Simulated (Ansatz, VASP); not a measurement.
# Cross-check of AsRu between VASP and Ansatz

Wanted: the spread between two codes on one cell, functional and k mesh. The structure shown is the end of the Ansatz relaxation below.

Program: Ansatz 0.2.0. Level of theory: plane waves, with VASP 6.6.1 beside it; single point at PBEsol. Results are calculated unless marked as measured.

### Step 1. The starting structure

The structure is orthorhombic, space group Pnma (No. 62). The conventional cell has a = 5.689 Å, b = 3.300 Å, c = 6.343 Å, α = 90.00°, β = 90.00°, γ = 90.00°. Nearest to As lie 6 Ru at 2.45 to 2.57 Å. Nearest to Ru lie 6 As at 2.45 to 2.57 Å. Farther neighbours are not listed.

### Step 2. Ansatz: relaxation, PBEsol

Ansatz runs on its default PAW (the set named soft_2) files.

This run makes the geometry at which the two programs are then compared.

input.yaml

```yaml
crystal:
  lattice:
    - [5.7315034, 0.0, 0.0]
    - [0.0, 3.34277818, 0.0]
    - [0.0, 0.0, 6.36869092]
  atoms:
    - { symbol: As, position: [0.69622015, 0.25, 0.06990481] }
    - { symbol: As, position: [0.30377985, 0.75, 0.93009519] }
    - { symbol: As, position: [0.19622015, 0.25, 0.43009519] }
    - { symbol: As, position: [0.80377985, 0.75, 0.56990481] }
    - { symbol: Ru, position: [0.49457089, 0.25, 0.70446356] }
    - { symbol: Ru, position: [0.50542911, 0.75, 0.29553644] }
    - { symbol: Ru, position: [0.99457089, 0.25, 0.79553644] }
    - { symbol: Ru, position: [0.00542911, 0.75, 0.20446356] }
kpoints:
  mp_grid: { grid: [4, 7, 4] }
scf:
  occupations: { method: fermi_dirac, width: 0.05 }
hamiltonian:
  xc: pbesol
  pseudopotentials: { kind: paw }
output:
  forces: true
  stress: true
relax:
  f_tol: 0.02
  max_steps: 50
  cell: {}
```

Command:

```sh
$ ansatz run input.yaml --threads 8 --pin off --max-ram 16384MiB --backend cpu --events-out ev --progress --plain --runs-dir out
```

Numbers of over 12 decimals in the logs are rounded to 6 here.

What it wrote:

```text
Engine: ansatz 0.2.0, x86_64-unknown-linux-gnu
Pseudopotentials: kind: paw
Pseudopotential: As, paw, valence charge 15, recommended cutoff 420 eV (normal), As.paw.azcp
Pseudopotential: Ru, paw, valence charge 16, recommended cutoff 420 eV (normal), Ru.paw.azcp
Functional definition: PBEsol
  exchange = pbesol_x
  correlation = pbesol_c
Crystal: 8 atoms, lattice volume = 122.019 Å³
Basis set: ecut = 420 eV, 2401 PW (Γ), exchange–correlation on 80×48×90 points (8 copies of the dense FFT grid, shifted against one another)
Bands: 75, of which v1, the nominal top of the filled ones, is band 62 counted from 1 (61 counted from 0)
Symmetry: 8 space group operations
Space group: Pnma (ITA 62), of the structure as read, at distance tolerance 5.0e-5 Å
k-points: 36 of 112
Non-local potential: As, projectors of the file, l = 0: 2, l = 1: 2, l = 2: 3, l = 3: 1
Non-local potential: Ru, projectors of the file, l = 0: 3, l = 1: 2, l = 2: 2, l = 3: 1
PAW form: soft (Blöchl's): semilocal exchange-correlation on the pseudo side does not see the compensation charge
PAW frozen core: As, regenerated for the run's functional, and the local potential with it (the file was generated under x = pbe(κ = 0.804, μ = 0.219515), c = pbe(β = 0.066725))
PAW frozen core: Ru, regenerated for the run's functional, and the local potential with it (the file was generated under x = pbe(κ = 0.804, μ = 0.219515), c = pbe(β = 0.066725))
PAW one-centre angular grid: As, 590 points (default); XC on 64 Gauss nodes
PAW one-centre angular grid: Ru, 590 points (default); XC on 64 Gauss nodes
Initial density: superposition of atomic densities (neutral atoms: chi_scale 0, normalization atom), corrected by the library's trained network
Initial wavefunctions: pseudopotential atomic-orbital guess
Functional: x = pbesol(κ = 0.804, μ = 0.123457), c = pbesol(β = 0.046)
SCF iter   1: F=—  HF=-42520.308833 eV  |F-HF|=—  |Δ(HF+E_count)|=         —  Δρ=6.61e-3  dr2=2.68e-2  ethr=1.77e-3  ⟨swp⟩=5.5  Hψ=9068  notcnv=0  defer=11
preconditioner: auto → Kerker (q_TF=auto, 2.736 Å⁻¹)  [metal: Δε(μ)=0.015 eV  Ē_g=7.941 eV  σ=0.050 eV  W_gap=0.08  n_scr=42 (ndim 8)  ℏωp=24.2 eV  f_vac=0.000  D(μ)=5.82/eV (n_scr^D=54)]
SCF iter   2: F=—  HF=-42520.303615 eV  |F-HF|=—  |Δ(HF+E_count)|=   5.22e-3  Δρ=3.25e-3  dr2=7.05e-3  ethr=2.16e-5  ⟨swp⟩=2.9  Hψ=5756  notcnv=0  defer=92
SCF iter   3: F=—  HF=-42520.302182 eV  |F-HF|=—  |Δ(HF+E_count)|=   1.43e-3  Δρ=8.21e-4  dr2=9.45e-4  ethr=5.69e-6  ⟨swp⟩=2.2  Hψ=3688  notcnv=0  defer=92
SCF iter   4: F=—  HF=-42520.302007 eV  |F-HF|=—  |Δ(HF+E_count)|=   1.75e-4  Δρ=3.39e-4  dr2=2.08e-4  ethr=7.62e-7  ⟨swp⟩=2.0  Hψ=3743  notcnv=0  defer=92
SCF iter   5: F=—  HF=-42520.301957 eV  |F-HF|=—  |Δ(HF+E_count)|=   4.99e-5  Δρ=7.67e-5  dr2=5.82e-6  ethr=1.68e-7  ⟨swp⟩=2.0  Hψ=3541  notcnv=0  defer=92
SCF iter   6: F=—  HF=-42520.301998 eV  |F-HF|=—  |Δ(HF+E_count)|=   4.10e-5  Δρ=1.80e-5  dr2=4.86e-7  ethr=4.70e-9  ⟨swp⟩=2.5  Hψ=4627  notcnv=0  defer=92
SCF iter   7: F=-42520.301998 eV  HF=-42520.301998 eV  |F-HF|=6.80e-9  |Δ(HF+E_count)|=   4.46e-9  Δρ=5.29e-6  dr2=3.37e-8  ethr=8.06e-11  ⟨swp⟩=4.0  Hψ=8833  notcnv=0
SCF 1 converged in 7 iterations: F = -42520.301998 eV  dr2 = 3.37e-8
  greatest PAW one-centre occupation: 0.999 electrons in one spin orbital (limit 2), on the As atom at site 1 (counted from 0), in its partial waves of l = 2
relax step   1: F+E_penalty+E_count = -42520.30199766 eV  Δ(F+E_penalty+E_count) = +0.000e0 eV  max|allowed force component| = 1.050e-1 eV/Å  Δτ_max = 0.0000 Å  P = -4.140 GPa  Ω = 122.019 Å³  (7 SCF iters, dr2 threshold 1.00e-7 eV, accepted)
[...]
relax step   4: F+E_penalty+E_count = -42520.35295773 eV  Δ(F+E_penalty+E_count) = -3.905e-3 eV  max|allowed force component| = 1.080e-1 eV/Å  Δτ_max = 0.0241 Å  P = -0.322 GPa  Ω = 119.187 Å³  energy of the carried Pulay correction = +6.725e-4 eV  (6 SCF iters, dr2 threshold 6.34e-7 eV, accepted)
[...]
relax step   5: F+E_penalty+E_count = -42520.35480215 eV  Δ(F+E_penalty+E_count) = -1.844e-3 eV  max|allowed force component| = 3.094e-2 eV/Å  Δτ_max = 0.0058 Å  P = +0.038 GPa  Ω = 119.037 Å³  energy of the carried Pulay correction = +7.086e-4 eV  (6 SCF iters, dr2 threshold 7.30e-7 eV, accepted)
[...]
relax step   6: F+E_penalty+E_count = -42520.35508016 eV  Δ(F+E_penalty+E_count) = -2.780e-4 eV  max|allowed force component| = 2.564e-3 eV/Å  Δτ_max = 0.0024 Å  P = -0.004 GPa  Ω = 119.076 Å³  energy of the carried Pulay correction = +6.991e-4 eV  (6 SCF iters, dr2 threshold 5.98e-8 eV, accepted)
[...]
relax step   7: F+E_penalty+E_count = -42520.35434829 eV  Δ(F+E_penalty+E_count) = +7.319e-4 eV  max|allowed force component| = 2.571e-3 eV/Å  Δτ_max = 0.0000 Å  P = +0.000 GPa  Ω = 119.076 Å³  stress off target by 1.35e-2 GPa  SCF on the basis re-selected at this cell (its energy is not comparable with the rows above)  (6 SCF iters)
basis re-selected at this cell: Δ(F+E_penalty+E_count) = +7.319e-4 eV, ΔP = +0.004 GPa vs the last step (what re-selecting the basis moved, of the pressure what is left beyond the Pulay correction that the steps carried, after the strain that the cell walked since its last selection, with what the two solves' SCF thresholds leave and, on support functions, any second-order correction that the steps lacked; it is no m [...]
SCF converged after 6 iterations
Free energy (F): -42520.354348 eV
Harris-Foulkes:  -42520.354348 eV  (|F-HF|=0.00e0)
Internal energy: -42520.312243 eV  (E = F + TS)
E sigma→0 (E₀):  -42520.333296 eV
Entropy (-TS):   -0.042106 eV (-5.263 meV/atom)
Fermi energy:    18.832902 eV
--- Per-component energies (eV) ---
  E_band       = -957.675125
  E_kinetic    = 2491.152107
  E_local      = -10913.243761  (includes V_loc(G=0)·N_el)
  E_nonlocal   = -1276.113190
  E_hartree    = 5002.724456
  E_xc         = -1077.898273
  E_vxc        = -1279.185393  (∫ρ·V_xc dr)
  E_paw        = -20783.210609  (= ΣΔE_a)
  E_vpaw       = 14.266882  (= ΣTr[D̂ρ^β])
  E_aug_tail   = -0.000783  (compensation charges beyond the density's cutoff)
  E_ewald      = -15968.601089
  E_core_change = 4.878899  (= ΣΔE_core)
  E_smearing   = -0.042106  (= −TS)
  E_closure    = 0.000000  (closes the sum)
  Σ components = -42520.354348   (vs F -42520.354348, Δ=0.00e0)
--- Forces (eV/Å), atoms counted from 1 ---
  atom   1  As     0.00082912    -0.00000000     0.00068069
  atom   2  As    -0.00082912     0.00000000    -0.00068069
  atom   3  As     0.00082912     0.00000000    -0.00068069
  atom   4  As    -0.00082912    -0.00000000     0.00068069
  atom   5  Ru     0.00012832    -0.00000000     0.00257117
  atom   6  Ru    -0.00012832     0.00000000    -0.00257117
  atom   7  Ru     0.00012832     0.00000000    -0.00257117
  atom   8  Ru    -0.00012832    -0.00000000     0.00257117
  max |Σ_I F_I| component: 4.34e-18 eV/Å
--- Stress (GPa, compression-positive) ---
       -0.013233      -0.000000       0.000000
       -0.000000       0.000036       0.000000
        0.000000       0.000000       0.013504
  P = ⅓ Tr σ = 0.0001 GPa (0.001 kbar)
--- Relaxed structure (6 steps of the walk, 6 accepted, 1 SCFs on fresh bases) ---
  F+E_penalty+E_count = -42520.35434829 eV   max|allowed force component| = 2.571e-3 eV/Å   (the final SCF, on the basis selected at the relaxed cell)
  cell:  # Å, volume = 119.0759 Å³
    - [5.689221, 0, 0]
    - [0, 3.299851, -3.13915716238771e-18]
    - [0, -5.980750334008574e-18, 6.342737]
  atoms:
    - { symbol: As, position: [0.695578, 0.250000, 0.067909] }
    - { symbol: As, position: [0.304422, 0.750000, 0.932091] }
    - { symbol: As, position: [0.195578, 0.250000, 0.432091] }
    - { symbol: As, position: [0.804422, 0.750000, 0.567909] }
    - { symbol: Ru, position: [0.501989, 0.250000, 0.702686] }
    - { symbol: Ru, position: [0.498011, 0.750000, 0.297314] }
    - { symbol: Ru, position: [1.001989, 0.250000, 0.797314] }
    - { symbol: Ru, position: [-0.00198859, 0.750000, 0.202686] }
```

Reading the cycles: dr2 is the Hartree energy of the density residual (eV), the measure of convergence; HF is the Harris–Foulkes estimate of the energy, which meets the free energy F at convergence.

### Step 3. VASP: single point, PBEsol

The same cell, functional, mesh and smearing now go to VASP, with its own data sets and cutoff.

Lines of VASP's logs that name or quote its potential files are left out, and so is its time.

INCAR

```
SYSTEM = AsRu
PREC = Accurate
ENCUT = 400
EDIFF = 1E-06
NELM = 100
ISMEAR = -1
SIGMA = 0.05
LREAL = .FALSE.
ALGO = Normal
GGA = PS
NBANDS = 47
LASPH = .TRUE.
LORBIT = 11
LWAVE = .FALSE.
LCHARG = .FALSE.
KPAR = 2
ISIF = 2
```

POSCAR

```
AsRu
1.0
    5.6892214100      0.0000000000      0.0000000000
    0.0000000000      3.2998509935      0.0000000000
    0.0000000000      0.0000000000      6.3427365602
As Ru
4 4
Direct
    0.6955782778      0.2500000000      0.0679088158
    0.3044217222      0.7500000000      0.9320911842
    0.1955782778      0.2500000000      0.4320911842
    0.8044217222      0.7500000000      0.5679088158
    0.5019885871      0.2500000000      0.7026859103
    0.4980114129      0.7500000000      0.2973140897
    0.0019885871      0.2500000000      0.7973140897
    0.9980114129      0.7500000000      0.2026859103
```

KPOINTS

```
Automatic mesh
0
Gamma
4 7 4
0 0 0
```

The projector-augmented-wave data sets are As and Ru_pv (PBE family, release 64).

Command:

```sh
$ mpirun -np 2 vasp_std
```

What it wrote:

```text
[banner, memory and clock lines left out]
running    2 mpi-ranks, on    1 nodes
 distrk:  each k-point on    1 cores,    2 groups
 distr:  one band on    1 cores,    1 groups

 POSCAR found type information on POSCAR AsRu
 POSCAR found :  2 types and       8 ions
|                                                                             |
|               ----> ADVICE to this user running VASP <----                  |
|                                                                             |
|     You enforced a specific xc type in the INCAR file but a different       |
|     [... a line on the potential file left out ...]
|     I HOPE YOU KNOW WHAT YOU ARE DOING!                                     |
|                                                                             |

 LDA part: xc-table for (Slater+PW92), standard interpolation
 POSCAR, INCAR and KPOINTS ok, starting setup
 FFT: planning ... GRIDC
 FFT: planning ... GRID_SOFT
 FFT: planning ... GRID
 WAVECAR not read
 entering main loop
       N       E                     dE             d eps       ncg     rms          rms(c)
DAV:   1     0.664384288388E+03    0.66438E+03   -0.37508E+04  3752   0.133E+03
DAV:   2    -0.299098815802E+02   -0.69429E+03   -0.67010E+03  3700   0.415E+02
DAV:   3    -0.643461542469E+02   -0.34436E+02   -0.33345E+02  4115   0.843E+01
DAV:   4    -0.650962459388E+02   -0.75009E+00   -0.74748E+00  3940   0.111E+01
DAV:   5    -0.651114788049E+02   -0.15233E-01   -0.15229E-01  4525   0.151E+00    0.283E+01
DAV:   6    -0.637320454478E+02    0.13794E+01   -0.97036E+00  3711   0.184E+01    0.895E+00
DAV:   7    -0.634521362730E+02    0.27991E+00   -0.19556E+00  3669   0.818E+00    0.761E+00
DAV:   8    -0.633412144185E+02    0.11092E+00   -0.40058E-01  3776   0.370E+00    0.728E-01
DAV:   9    -0.633394502726E+02    0.17641E-02   -0.16858E-02  4077   0.540E-01    0.333E-01
DAV:  10    -0.633392809519E+02    0.16932E-03   -0.39876E-03  3741   0.399E-01    0.111E-01
DAV:  11    -0.633391107248E+02    0.17023E-03   -0.70976E-04  3852   0.159E-01    0.241E-02
DAV:  12    -0.633391136620E+02   -0.29372E-05   -0.40126E-05  3641   0.284E-02    0.804E-03
DAV:  13    -0.633391120873E+02    0.15747E-05   -0.29514E-06  3312   0.925E-03    0.274E-03
DAV:  14    -0.633391119687E+02    0.11860E-06   -0.23322E-07  2161   0.265E-03
   1 F= -.63339112E+02 E0= -.63318018E+02  d E =-.421881E-01
```

OUTCAR, selected parts (step 3):

```text
ion  position               nearest neighbor table
   1  0.696  0.250  0.068-   7 2.45   6 2.47   6 2.47   8 2.53   8 2.53   5 2.57   2 2.90   2 2.90

  LATTYP: Found a simple orthorhombic cell.
 ALAT       =     3.2998509935
 B/A-ratio  =     1.7240843363
 C/A-ratio  =     1.9221281727

 Subroutine GETGRP returns: Found  8 space group operations
 (whereof  2 operations were pure point group operations)

The static configuration has the point symmetry S_2 .
 The point group associated with its full space group is D_2h.

 Found     36 irreducible k-points:

   k-points           NKPTS =     36   k-points in BZ     NKDIM =     36   number of bands    NBANDS=     47

   dimension x,y,z NGX =    40 NGY =   24 NGZ =   42
   dimension x,y,z NGXF=    80 NGYF=   48 NGZF=   84

   ENCUT  =  400.0 eV  29.40 Ry    5.42 a.u.   9.28  5.38 10.34*2*pi/ulx,y,z

   NELECT =      76.0000    total number of electrons

 k-points in reciprocal lattice and weights: Automatic mesh
   0.00000000  0.00000000  0.00000000       0.009
   0.25000000  0.00000000  0.00000000       0.018
   0.50000000  0.00000000  0.00000000       0.009
   0.00000000  0.14285714  0.00000000       0.018
   0.25000000  0.14285714  0.00000000       0.036
   0.50000000  0.14285714  0.00000000       0.018
   0.00000000  0.28571429  0.00000000       0.018
   0.25000000  0.28571429  0.00000000       0.036
   0.50000000  0.28571429  0.00000000       0.018
[...]
0.25000000  0.42857143  0.50000000       0.036
   0.50000000  0.42857143  0.50000000       0.018

 average (electrostatic) potential at core
       1 -44.9667       2 -44.9667       3 -44.9667       4 -44.9667       5 -69.2112
       6 -69.2112       7 -69.2112       8 -69.2112

 E-fermi :  10.1409

 k-point     1 :       0.0000    0.0000    0.0000
  band No.  band energies     occupation
    ...
     35       9.2462      2.00000
     36       9.3027      2.00000
     37       9.3067      2.00000
     38       9.7447      1.99928
     39       9.8112      1.99727
     40      10.7766      0.00001
     41      11.2826      0.00000
     42      12.3209      0.00000
     43      12.7543      0.00000
     44      12.7784      0.00000
    ...

 k-point     2 :       0.2500    0.0000    0.0000
  band No.  band energies     occupation
    ...
     34       8.8556      2.00000
     35       9.0397      2.00000
     36       9.3685      2.00000
     37       9.6103      1.99995
     38       9.8007      1.99779
     39      10.6821      0.00004
     40      10.7439      0.00001
     41      10.9052      0.00000
     42      12.5205      0.00000
     43      12.6967      0.00000
    ...

 k-point     3 :       0.5000    0.0000    0.0000
  band No.  band energies     occupation
    ...
     34       8.5471      2.00000
     35       9.3679      2.00000
     36       9.3679      2.00000
     37       9.5106      1.99999
     38       9.5106      1.99999
     39      10.4871      0.00197
     40      10.4871      0.00197
     41      12.4791      0.00000
     42      12.4791      0.00000
     43      12.5915      0.00000
    ...

  Total        0.0343794      0.0286552      0.0642859     -0.0000000      0.0000000      0.0000000
  in kB        0.4625782      0.3855580      0.8649727     -0.0000000      0.0000000      0.0000000
  external PRESSURE =       0.5710363 kB  Pullay stress =       0.0000000 kB

  energy-cutoff  :      400.00
  volume of cell :      119.08
      direct lattice vectors                 reciprocal lattice vectors
     5.689221410  0.000000000  0.000000000     0.175770976  0.000000000  0.000000000
     0.000000000  3.299850994  0.000000000     0.000000000  0.303043987  0.000000000
     0.000000000  0.000000000  6.342736560     0.000000000  0.000000000  0.157660655

 POSITION                                       TOTAL-FORCE (eV/Angst)
 -----------------------------------------------------------------------------------
      3.95730      0.82496      0.43073        -0.003213      0.000000     -0.001077
      1.73192      2.47489      5.91201         0.003213      0.000000      0.001077
      1.11269      0.82496      2.74064        -0.003213      0.000000      0.001077
      4.57653      2.47489      3.60210         0.003213      0.000000     -0.001077
      2.85592      0.82496      4.45695         0.003051     -0.000000     -0.002555
      2.83330      2.47489      1.88578        -0.003051      0.000000      0.002555
      0.01131      0.82496      5.05715         0.003051     -0.000000      0.002555
      5.67791      2.47489      1.28558        -0.003051      0.000000     -0.002555
 -----------------------------------------------------------------------------------
    total drift:                                0.000000      0.000000     -0.000000

  FREE ENERGIE OF THE ION-ELECTRON SYSTEM (eV)
  ---------------------------------------------------
  free  energy   TOTEN  =       -63.3391119687 eV

  energy  without entropy=      -63.2969238713  energy(sigma->0) =      -63.31801792

 total charge
# of ion       s       p       d       tot
------------------------------------------
    1        1.199   1.494   0.127   2.819
    2        1.199   1.494   0.127   2.819
    3        1.199   1.494   0.127   2.819
    4        1.199   1.494   0.127   2.819
    5        0.298   6.262   6.217  12.777
    6        0.298   6.262   6.217  12.777
    7        0.298   6.262   6.217  12.777
    8        0.298   6.262   6.217  12.777
--------------------------------------------------
tot          5.984  31.022  25.377  62.383

[... 3 further parts left out ...]
```

The run ends at a pressure of 0.06 GPa, with forces up to 0.0040 eV/Å.

### Step 4. Comparison

Known differences besides the potentials themselves: the data sets hold 124 valence electrons in Ansatz (default PAW (the set named soft_2) files) and 76 in VASP; the cutoff is 420 eV in Ansatz and 400 eV in VASP; Ansatz makes its cores anew for this functional, VASP keeps those of its PBE data sets; Ansatz's pressure holds a Pulay correction, VASP's none. Total energies have different zeros and are not compared.

Both answers:

```tsv
quantity	Ansatz	VASP	difference
pressure (GPa)	0.00	0.06	-0.06
```

At this near-relaxed geometry the largest component of a force difference is 5 meV/Å.

### Step 5. Summary of results

```
difference in pressure (single point, PBEsol) : -0.057 GPa
```

**Reading.** The difference in pressure is -0.057 GPa (single point, PBEsol), within the 1 GPa picked in this series as the mark of a large difference. Such differences can come from data sets, numerical settings and the points named under the comparisons, not from the functional's error against experiment.

[Lines on the potential files, build, host, timing and source positions are cut from VASP's logs without a mark.]

[Logs are printed without paths, hosts, clocks, repeated set-up lines and the standing remarks that a program may print on its own settings, such as how far it seeks lower states.]

[Hosts, paths, dates, database ids (printed as entryN), source tags and the programs' standing remarks are cut or masked in the printed files.]
